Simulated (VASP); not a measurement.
```
CELL_PARAMETERS angstrom
      0.00000     2.73811     2.73811
      2.73811     0.00000     2.73811
      2.73811     2.73811     0.00000
ATOMIC_POSITIONS crystal
  Al 0.00000 0.00000 0.00000
  P  0.25000 0.25000 0.25000
```

Computed with PBE GGA with D3 dispersion (zero damping), VASP's PBE PAW potentials (set 64) (plane waves; VASP). Numerical set-up: 520 eV cut-off, Gaussian smearing of 0.050 eV, potentials Al P.

### Question
Estimate the band gap (along the path) with the smallest direct gap where there is one.

### Answer

| Item | Result |
|---|---|
| band gap (along the path) | 1.60 eV |
| smallest direct gap (along the path) | 3.23 eV |

The absolute energy has meaning only against runs of the same code, potentials and settings.

The compound is AlP in the zinc blende structure. It was relaxed first.
